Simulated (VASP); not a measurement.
Nb:

```
Nb
1.0
    -1.65500    1.65500    1.65500
     1.65500   -1.65500    1.65500
     1.65500    1.65500   -1.65500
Nb
1
Direct
  0.00000 0.00000 0.00000
```

The cell was built by a generator and needn't be a form met in nature.

Base run:

| Item | Value |
| --- | --- |
| Program | VASP 6.6.1 |
| Functional | PBE |
| Potentials or basis | VASP PAW PBE potentials, release 64 (Nb_sv) |
| Cutoff | 520 eV |
| k mesh | 22 × 22 × 22 |
| Occupations | methfessel-paxton, width 0.1 eV |
| Spin | no spin polarisation |

Its results: band gap on the k mesh none (metal or under the smearing width); pressure -0.3 GPa.

Task: The run is repeated on the same cell with these changes: functional from PBE to PBEsol. What comes out?

Result: Band gap on the k mesh none (metal or under the smearing width); pressure -6.2 GPa.

PBEsol binds more tightly than PBE, so the same cell stands under less pressure.

Caveats: the PAW data sets were made with another functional, which shifts forces and pressure a little (some runs).

Not every run made on this cell is shown here.
